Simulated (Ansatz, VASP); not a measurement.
# Bi2Se3 (Bi2Se3 quintuple layer bilayer, AB) in two plane-wave programs

One calculation is typed for both programs; each brings its own data sets. How far apart do they land? The structure shown is the start of the Ansatz relaxation below; VASP solves that cell, so the two are compared at the walk's first step.

Calculated with Ansatz 0.2.0; plane waves, with VASP 6.6.1 beside it; single point at PBEsol with D3(BJ).

## (1) The starting structure

The cell holds 10 atoms: 6 Se and 4 Bi. Its edges and angles: a = 4.190 Å, b = 4.190 Å, c = 66.000 Å, α = 90.0°, β = 90.0°, γ = 120.0°. Vacuum lies along c.

## (2) Ansatz: relaxation, PBEsol with D3(BJ)

Ansatz runs on its default PAW (the set named soft_2) files.

The two programs are compared at the cell with which this relaxation starts, whose forces are those of its first step.

input.yaml

```yaml
crystal:
  lattice:
    - [4.19, 0.0, 0.0]
    - [-2.095, 3.6286464419, 0.0]
    - [0.0, 0.0, 65.9999999972]
  atoms:
    - { symbol: Se, position: [0.3333333333, 0.6666666667, 0.3674242424] }
    - { symbol: Bi, position: [0.6666666667, 0.3333333333, 0.3924242424] }
    - { symbol: Se, position: [0.0, 0.0, 0.421969697] }
    - { symbol: Bi, position: [0.3333333333, 0.6666666667, 0.4515151515] }
    - { symbol: Se, position: [0.6666666667, 0.3333333333, 0.4765151515] }
    - { symbol: Se, position: [0.0, 0.0, 0.5234848485] }
    - { symbol: Bi, position: [0.3333333333, 0.6666666667, 0.5484848485] }
    - { symbol: Se, position: [0.6666666667, 0.3333333333, 0.578030303] }
    - { symbol: Bi, position: [0.0, 0.0, 0.6075757576] }
    - { symbol: Se, position: [0.3333333333, 0.6666666667, 0.6325757576] }
  periodic: [true, true, false]
kpoints:
  mp_grid: { grid: [12, 12, 1] }
hamiltonian:
  xc: pbesol
  dispersion: d3bj
scf:
  occupations: { method: fermi_dirac, width: 0.05 }
  convergence: { dr2_threshold: 1.0e-09 }
relax:
  f_tol: 0.004
  max_steps: 90
  cell: {}
output:
  write_potential: true
  write_density: true
  volumetric_format: npy
```

On the command line:

```bash
ansatz run input.yaml --threads 4 --pin off --max-ram 12288MiB --backend cpu --events-out ev --progress --plain --runs-dir out
```

Numbers of over 12 decimals in the logs are rounded to 6 here.

The program printed:

```text
Warning: relax.cell: scf.convergence.dr2_threshold = 1e-9 eV is looser than the 1.32231404935e-10 eV advised for a relaxation that steers and ends on the stress (1e-10 eV for each atom of the cell: 10, times the square of relax.cell.stress_2d_tol = 0.05 N/m over 27.5 Å (the atoms' height at the walk's start and 5 Å past either face), 1.818e-2 GPa, over a crystal's default 0.05). What an SCF threshold leaves in a stress goes as its square root, and in the free energy as the threshold itself, and one threshold admits the most on a small cell: [figures from the program's tests cut] Set scf.convergence.dr2_threshold to 1.32231404935e-10 eV or tighter. [rest of the remark cut]
Engine: ansatz 0.2.0, x86_64-unknown-linux-gnu
Pseudopotentials: kind: paw
Pseudopotential: Se, paw, valence charge 16, recommended cutoff 420 eV (normal), Se.paw.azcp
Pseudopotential: Bi, paw, valence charge 15, recommended cutoff 420 eV (normal), Bi.paw.azcp
Functional definition: PBEsol
  exchange = pbesol_x
  correlation = pbesol_c
Crystal: 10 atoms, lattice volume = 1003.466 Å³
Basis set: ecut = 420 eV, 19295 PW (Γ), exchange–correlation on 60×60×900 points (8 copies of the dense FFT grid, shifted against one another)
Bands: 94, of which v1, the nominal top of the filled ones, is band 78 counted from 1 (77 counted from 0)
Symmetry: 12 space group operations
Space group: P-3m1 (ITA 164), of the structure as read, at distance tolerance 1.0e-4 Å
k-points: 19 of 144
Non-local potential: Se, projectors of the file, l = 0: 2, l = 1: 2, l = 2: 3, l = 3: 1
Non-local potential: Bi, projectors of the file, l = 0: 2, l = 1: 2, l = 2: 2, l = 3: 2
PAW form: soft (Blöchl's): semilocal exchange-correlation on the pseudo side does not see the compensation charge
PAW frozen core: Se, regenerated for the run's functional, and the local potential with it (the file was generated under x = pbe(κ = 0.804, μ = 0.219515), c = pbe(β = 0.066725))
PAW frozen core: Bi, regenerated for the run's functional, and the local potential with it (the file was generated under x = pbe(κ = 0.804, μ = 0.219515), c = pbe(β = 0.066725))
PAW one-centre angular grid: Se, 590 points (default); XC on 64 Gauss nodes
PAW one-centre angular grid: Bi, 590 points (default); XC on 64 Gauss nodes
Initial density: superposition of atomic densities (neutral atoms: chi_scale 0, normalization atom), corrected by the library's trained network
Initial wavefunctions: pseudopotential atomic-orbital guess
Functional: x = pbesol(κ = 0.804, μ = 0.123457), c = pbesol(β = 0.046)
SCF iter   1: F=—  HF=-81519.689476 eV  |F-HF|=—  |Δ(HF+E_count)|=         —  Δρ=1.64e-3  dr2=9.64e-2  ethr=1.77e-3  ⟨swp⟩=14.8  Hψ=10007  notcnv=0  defer=43
preconditioner: auto → Resta (q_TF=auto, 2.001 Å⁻¹)  ε∞=2.0  [insulator: Δε(μ)=0.699 eV  Ē_g=8.968 eV  σ=0.050 eV  W_gap=1.00  n_scr=168 (ndim 8)  ℏωp=8.8 eV  f_vac=0.687  D(μ)=0.00/eV (n_scr^D=0)  ε∞_Penn≈2.0  vacuum switching on, ρ_ref=5.8e-3 e/Å³]
SCF iter   2: F=—  HF=-81519.695244 eV  |F-HF|=—  |Δ(HF+E_count)|=   5.77e-3  Δρ=1.54e-3  dr2=3.61e-1  ethr=6.18e-5  ⟨swp⟩=3.4  Hψ=3562  notcnv=0  defer=174
SCF iter   3: F=—  HF=-81519.690725 eV  |F-HF|=—  |Δ(HF+E_count)|=   4.52e-3  Δρ=1.19e-3  dr2=3.57e-1  ethr=6.18e-5  ⟨swp⟩=2.7  Hψ=2135  notcnv=0  defer=174
SCF iter   4: F=—  HF=-81519.676506 eV  |F-HF|=—  |Δ(HF+E_count)|=   1.42e-2  Δρ=6.15e-4  dr2=6.56e-2  ethr=6.18e-5  ⟨swp⟩=2.4  Hψ=2013  notcnv=0  defer=172
SCF iter   5: F=—  HF=-81519.672972 eV  |F-HF|=—  |Δ(HF+E_count)|=   3.53e-3  Δρ=2.34e-4  dr2=3.61e-3  ethr=4.20e-5  ⟨swp⟩=1.9  Hψ=1853  notcnv=0  defer=172
SCF iter   6: F=—  HF=-81519.672937 eV  |F-HF|=—  |Δ(HF+E_count)|=   3.52e-5  Δρ=5.56e-5  dr2=5.36e-5  ethr=2.31e-6  ⟨swp⟩=2.2  Hψ=2211  notcnv=0  defer=172
SCF iter   7: F=—  HF=-81519.672959 eV  |F-HF|=—  |Δ(HF+E_count)|=   2.21e-5  Δρ=1.86e-5  dr2=9.48e-6  ethr=3.44e-8  ⟨swp⟩=3.1  Hψ=3021  notcnv=0  defer=172
SCF iter   8: F=—  HF=-81519.672506 eV  |F-HF|=—  |Δ(HF+E_count)|=   4.53e-4  Δρ=8.29e-6  dr2=2.27e-6  ethr=6.08e-9  ⟨swp⟩=3.0  Hψ=3165  notcnv=0  defer=172
SCF iter   9: F=—  HF=-81519.672506 eV  |F-HF|=—  |Δ(HF+E_count)|=   9.92e-9  Δρ=3.41e-6  dr2=1.52e-7  ethr=1.46e-9  ⟨swp⟩=2.9  Hψ=2320  notcnv=0  defer=172
SCF iter  10: F=—  HF=-81519.672506 eV  |F-HF|=—  |Δ(HF+E_count)|=   2.32e-7  Δρ=1.13e-6  dr2=3.17e-8  ethr=9.77e-11  ⟨swp⟩=2.9  Hψ=3556  notcnv=0  defer=172
[...]
SCF converged after 7 iterations
Free energy (F): -81520.324792 eV
Harris-Foulkes:  -81520.324792 eV  (|F-HF|=7.28e-10)
Internal energy: -81520.324661 eV  (E = F + TS)
E sigma→0 (E₀):  -81520.324727 eV
Entropy (-TS):   -0.000131 eV (-0.013 meV/atom)
Fermi energy:    -5.291105 eV
--- Per-component energies (eV) ---
  E_band       = -4938.991206
  E_kinetic    = 1920.524098
  E_local      = -1614963.085302  (includes V_loc(G=0)·N_el)
  E_nonlocal   = -1300.272894
  E_hartree    = 805207.209455
  E_xc         = -1225.653846
  E_vxc        = -1170.206024  (∫ρ·V_xc dr)
  E_paw        = -53242.755881  (= ΣΔE_a)
  E_vpaw       = 159.637807  (= ΣTr[D̂ρ^β])
  E_aug_tail   = -0.005420  (compensation charges beyond the density's cutoff)
  E_ewald      = 782080.768696
  E_disp       = -3.463279  (pairwise vdW)
  E_core_change = 6.409712  (= ΣΔE_core)
  E_smearing   = -0.000131  (= −TS)
  E_closure    = -0.000000  (closes the sum)
  Σ components = -81520.324792   (vs F -81520.324792, Δ=0.00e0)
--- Forces (eV/Å), atoms counted from 1 ---
  atom   1  Se    -0.00000000     0.00000000    -0.00151746
  atom   2  Bi     0.00000000    -0.00000000     0.00035593
  atom   3  Se     0.00000000    -0.00000000     0.00076911
  atom   4  Bi    -0.00000000     0.00000000    -0.00167197
  atom   5  Se     0.00000000    -0.00000000     0.00183202
  atom   6  Se    -0.00000000     0.00000000    -0.00183202
  atom   7  Bi     0.00000000    -0.00000000     0.00167197
  atom   8  Se    -0.00000000     0.00000000    -0.00076911
  atom   9  Bi    -0.00000000     0.00000000    -0.00035593
  atom  10  Se     0.00000000    -0.00000000     0.00151746
  max |Σ_I F_I| component: 4.63e-18 eV/Å
--- 2D stress c σ (N/m, compression-positive) ---
       -0.003226       0.000000       0.000000
       -0.000000      -0.003226       0.000000
        0.000000       0.000000      -0.000000
  P = ½ c Tr σ = -0.0032 N/m
--- Band table (eV; the first three rows and the last of 19) ---
  k-point 0: bands = [... 74 lower, -6.5739, -6.5237, -6.4139, -5.5573, -5.0797, -4.6294, -3.9055, -3.9055, ... 12 higher]
  k-point 1: bands = [... 74 lower, -6.5124, -6.1184, -5.9737, -5.6339, -4.6474, -4.4288, -4.0675, -3.7916, ... 12 higher]
  k-point 2: bands = [... 74 lower, -6.4959, -6.2194, -5.9892, -5.7358, -4.3608, -4.0306, -3.6028, -3.5536, ... 12 higher]
  k-point 18: bands = [... 74 lower, -6.7775, -6.3342, -6.3342, -6.0477, -3.7162, -3.7162, -3.0474, -2.7066, ... 12 higher]
  the weakly bound empty levels are not read free of the cell's end (no_gap_told)
--- Relaxed structure (7 steps of the walk, 7 accepted, 1 SCFs on fresh bases) ---
  F+E_penalty+E_count = -81520.32479220 eV   max|allowed force component| = 1.832e-3 eV/Å   (the final SCF, on the basis selected at the relaxed cell)
  cell:  # Å, volume = 946.2225 Å³
    - [4.068734, 0, 0]
    - [-2.034367, 3.523627, 0]
    - [0, 0, 65.9999999972]
  atoms:
    - { symbol: Se, position: [0.333333, 0.666667, 0.376931] }
    - { symbol: Bi, position: [0.666667, 0.333333, 0.400779] }
    - { symbol: Se, position: [-3.496599005263892e-17, -3.3306690725345342e-18, 0.429741] }
    - { symbol: Bi, position: [0.333333, 0.666667, 0.458589] }
    - { symbol: Se, position: [0.666667, 0.333333, 0.482586] }
    - { symbol: Se, position: [-1.882701059555073e-17, -3.3306690725345346e-18, 0.517414] }
    - { symbol: Bi, position: [0.333333, 0.666667, 0.541411] }
    - { symbol: Se, position: [0.666667, 0.333333, 0.570259] }
    - { symbol: Bi, position: [-1.616417780655295e-17, -3.330669072534531e-18, 0.599221] }
    - { symbol: Se, position: [0.333333, 0.666667, 0.623069] }
```

[end of part 1 of 2]

[Lines on the potential files, build, host, timing and source positions are cut from VASP's logs without a mark.]

[Logs are printed without paths, hosts, clocks, repeated set-up lines and the standing remarks that a program may print on its own settings, such as how far it seeks lower states.]

[Hosts, paths, dates, database ids (printed as entryN), source tags and the programs' standing remarks are cut or masked in the printed files.]
